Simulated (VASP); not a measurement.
An input for Ansatz (written as the equivalent of a VASP run, and not itself run):

Ansatz 0.2 input:
```yaml
crystal:
  lattice:
    - [0.0000000, 2.7050000, 2.7050000]
    - [2.7050000, 0.0000000, 2.7050000]
    - [2.7050000, 2.7050000, 0.0000000]
  atoms:
    - { symbol: Cu, position: [0.0000000, 0.0000000, 0.0000000] }
    - { symbol: Cl, position: [0.2500000, 0.2500000, 0.2500000] }
kpoints:
  mp_grid: { grid: [6, 6, 6] }
hamiltonian:
  xc: pbe
  pseudopotentials: { kind: paw }
scf:
  occupations: { method: fermi_dirac, width: 0.05 }
  max_iter: 100
output: { forces: true, stress: true, eigenvalues: true }
```

Q: Translate this input to VASP (INCAR, KPOINTS, POSCAR, choice of POTCAR).

A: This is not unique; one that fits is 
KPOINTS:
```
Automatic mesh
0
Gamma
6 6 6
0 0 0
```

### INCAR
```
SYSTEM  =  CuCl
SIGMA  =  0.05   ! width (eV)
ALGO  =  Normal   ! blocked Davidson
LWAVE  =  F
ISIF  =  2   ! forces and stress, cell fixed
GGA  =  PE
LMAXMIX  =  4   ! l cut-off of mixed one-centre charges
LASPH  =  T
LCHARG  =  F
ISMEAR  =  -1   ! Fermi-Dirac
EDIFF  =  1E-6
ENCUT  =  300   ! plane-wave cut-off (eV)
LREAL  =  F
NELM  =  100   ! most electronic steps
PREC  =  Accurate
```

POSCAR:
```
CuCl
1
    0.0000000000     2.7050000000     2.7050000000
    2.7050000000     0.0000000000     2.7050000000
    2.7050000000     2.7050000000     0.0000000000
Cu Cl
1 1
Direct
  0.0000000000   0.0000000000   0.0000000000
  0.2500000000   0.2500000000   0.2500000000
```

POTCAR, in this order: Cu Cl (PBE.64 set). Program: vasp_std.

What does not carry over: each code has its own PAW files, so the cut-off isn't converted (ENCUT is set for VASP's; basis.ecutwfc is left out, and Ansatz then takes the one that its files recommend); Ansatz stops its SCF on the density residual and VASP on the energy change (EDIFF).

The structure is a typed CuCl crystal (F-43m). The cell was not relaxed at this level. The run is one of a series of settings (KPOINTS 6×6×6 Γ-centred mesh against the base run), some of them coarse on purpose.
